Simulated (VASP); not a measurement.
TiSnS4:

```xyz
6
Lattice="0.0000 4.2638 4.2638 4.2638 0.0000 4.2638 4.2638 4.2638 0.0000" Properties=species:S:1:pos:R:3 pbc="T T T"
Ti    2.1319    2.1319    2.1319
Sn    6.3957    6.3957    6.3957
S     5.1124    3.4153    5.1124
S     3.4153    3.4153    3.4153
S     3.4153    5.1124    5.1124
S     5.1124    5.1124    3.4153
```

The cell was built by a generator and needn't be a form met in nature.

| Quantity | Value |
| --- | --- |
| Program | VASP 6.6.1 |
| Task | relaxation of cell and atoms |
| Functional | PBE |
| Potentials or basis | VASP PAW PBE potentials, release 64 (Ti_sv, Sn_d, S) |
| Cutoff | 520 eV |
| k mesh | 3 × 3 × 3 |
| Occupations | gaussian, width 0.15 eV |
| Spin | no spin polarisation |

At the start: pressure 6.8 GPa; volume 25.84 Å³/atom.

How do energy, volume and symmetry change on relaxing?

Over 3 steps the energy falls by 194.4 meV/atom and the volume is 31.33 Å³/atom (+21.3 %); space group F-43m (No. 216, to 0.05 Å).

Step by step:
```
step  energy change (eV)  largest force (eV/Å)  pressure (GPa)  volume (Å³)
   1              0.0000                2.3647            6.84       155.03
   2             -1.1245                0.2886            0.88       181.13
   3             -1.1666                0.0359            0.20       187.99
```

Final structure:
```xyz
6
Lattice="0.0000 4.5467 4.5467 4.5467 0.0000 4.5467 4.5467 4.5467 0.0000" Properties=species:S:1:pos:R:3 pbc="T T T"
Ti    2.2734    2.2734    2.2734
Sn    6.8201    6.8201    6.8201
S     5.5382    3.5552    5.5382
S     3.5552    3.5552    3.5552
S     3.5552    5.5382    5.5382
S     5.5382    5.5382    3.5552
```

Caveat: the k mesh is coarse (spacing up to 0.43 Å⁻¹), so the values aren't converged; the volume moved by over 15 % at a fixed basis, so the end points are rough; the relaxation stopped at a loose force limit of 0.08 eV/Å, so its end isn't a converged minimum.
